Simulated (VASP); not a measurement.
VASP ran on this input.

INCAR:
```
ALGO = Normal
EDIFF = 1E-04
ENCUT = 150
ISIF = 2
ISMEAR = 0
LASPH = .True.
LCHARG = .False.
LMAXMIX = 4
LREAL = Auto
LWAVE = .False.
NELM = 100
PREC = Accurate
SIGMA = 0.01
SYSTEM = Bi2S3
```

**KPOINTS**
```
Regular mesh
0
Gamma
  8 8 8
0 0 0
```

### POSCAR
```
Bi2S3
11.593590
  1.0000000000   0.0000000000   0.0000000000
  0.0000000000   0.3448276159   0.0000000000
  0.0000000000   0.0000000000   0.9626543633
Bi S
8 12
Cartesian
  0.0190760000   0.0875851800   0.3158199423
  0.9832850000   0.2590496775   0.6479347350
  0.4808960000   0.2572796774   0.7945883886
  0.5160610000   0.0866462144   0.1668636194
  0.1573000000   0.2596479534   0.0317541168
  0.8434280000   0.0865313868   0.9328813892
  0.3457840000   0.0845962142   0.5130880371
  0.6552550000   0.2591124361   0.4514290624
  0.4534330000   0.2566469187   0.3563890851
  0.5513600000   0.0875100075   0.6053411300
  0.0472960000   0.0845182832   0.8387116514
  0.9514990000   0.2589945051   0.1221858677
  0.1211130000   0.2586751947   0.4273116827
  0.8793670000   0.0858758695   0.5340007405
  0.3780760000   0.0830372485   0.9085637773
  0.6204250000   0.2593941603   0.0567041926
  0.7103630000   0.0864862144   0.2968161825
  0.2884500000   0.2580331257   0.6635403249
  0.7874150000   0.2605710570   0.7769198305
  0.2101170000   0.0880848352   0.1856989146
```

POTCAR, in this order: Bi_d S (LDA.64 set). Program: vasp_std.

**Question.** Write an equivalent input for Quantum ESPRESSO's pw.x.

**Answer.** One equivalent input (not run):
```
&CONTROL
  calculation = 'scf'
  pseudo_dir = './pseudo'
  outdir = './out'
  tprnfor = .true.
  tstress = .true.
/
&SYSTEM
  ibrav = 0
  nat = 20
  ntyp = 2
  ecutwfc = 70
  occupations = 'smearing'
  smearing = 'gaussian'
  degauss = 0.000735
  input_dft = 'pz'
/
&ELECTRONS
  conv_thr = 7.3e-06
  electron_maxstep = 100
/
ATOMIC_SPECIES
  Bi 208.980 Bi.upf
  S 32.060 S.upf
CELL_PARAMETERS angstrom
    11.5935900    0.0000000    0.0000000
     0.0000000    3.9977900    0.0000000
     0.0000000    0.0000000   11.1606200
ATOMIC_POSITIONS crystal
  Bi   0.0190760  0.2539970  0.3280720
  Bi   0.9832850  0.7512440  0.6730710
  Bi   0.4808960  0.7461110  0.8254140
  Bi   0.5160610  0.2512740  0.1733370
  Bi   0.1573000  0.7529790  0.0329860
  Bi   0.8434280  0.2509410  0.9690720
  Bi   0.3457840  0.2453290  0.5329930
  Bi   0.6552550  0.7514260  0.4689420
  S    0.4534330  0.7442760  0.3702150
  S    0.5513600  0.2537790  0.6288250
  S    0.0472960  0.2451030  0.8712490
  S    0.9514990  0.7510840  0.1269260
  S    0.1211130  0.7501580  0.4438890
  S    0.8793670  0.2490400  0.5547170
  S    0.3780760  0.2408080  0.9438110
  S    0.6204250  0.7522430  0.0589040
  S    0.7103630  0.2508100  0.3083310
  S    0.2884500  0.7482960  0.6892820
  S    0.7874150  0.7556560  0.8070600
  S    0.2101170  0.2554460  0.1929030
K_POINTS automatic
  8 8 8 0 0 0
```
Limits of the translation: the potentials are each code's own (VASP's PAW set, PseudoDojo norm-conserving files in pw.x), so ENCUT and ecutwfc are chosen apart and not converted; conv_thr bounds pw.x's estimated SCF error, while EDIFF bounds the energy change between steps.

The structure comes from a computed database's Bi2S3 entry, a phase known from measurement. The cell was not relaxed at this level, atoms are displaced from their ideal sites. The run is one of a series of settings (EDIFF = 1E-04, ENCUT = 150, GGA removed, KPOINTS 8×8×8 Γ-centred mesh, POTCAR Bi_d S (LDA.64 set) against the base run), some of them coarse on purpose.
